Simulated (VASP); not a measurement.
Consider the following.

```yaml
crystal:
  lattice:
    - [0.00000, 3.01946, 3.01946]
    - [3.01946, 0.00000, 3.01946]
    - [3.01946, 3.01946, 0.00000]
  atoms:
    - { symbol: Pb, position: [0.00000, 0.00000, 0.00000] }
    - { symbol: F, position: [0.25000, 0.25000, 0.25000] }
    - { symbol: F, position: [0.75000, 0.75000, 0.75000] }
```

All values below come from PBE GGA with D3 dispersion (zero damping), VASP's PBE PAW potentials (set 64) (plane waves; VASP). Numerical set-up: 520 eV cut-off, 7×7×7 Γ-centred mesh, Gaussian smearing of 0.050 eV, potentials Pb_d F.

### Question
Estimate the energy per atom (σ→0), pressure.

### Answer

```yaml
energy per atom (σ→0): -4.881 eV/atom
pressure: -1.93 GPa
```

Total energies compare only between runs with the same potentials, cut-off and functional.

The compound is PbF2 in the fluorite structure, the β form. This cell is one point of a volume scan, at 1.03 of the reference volume.
